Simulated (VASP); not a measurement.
Consider the following.

```xyz
2
Lattice="0.0000 2.0808 2.0808 2.0808 0.0000 2.0808 2.0808 2.0808 0.0000" Properties=species:S:1:pos:R:3 pbc="T T T"
Li     0.0000     0.0000     0.0000
H      2.0808     2.0808     2.0808
```

Computed with PW91 GGA, VASP's PBE PAW potentials (set 64) (plane waves; VASP 6.6.1). Settings: 520 eV cut-off, 10×10×10 Γ-centred mesh, Gaussian smearing of 0.050 eV, potentials Li_sv H.

Task: Give the stress tensor in GPa (positive for a compressed cell).

Result: 
```
-3.57   0.00   0.00
 0.00  -3.57   0.00
 0.00   0.00  -3.57
```
The pressure is its mean diagonal, -3.57 GPa.

The compound is LiH in the rock salt structure. The cell was not relaxed at this level. The run is one of a series of settings (GGA = 91 against the base run), some of them coarse on purpose.
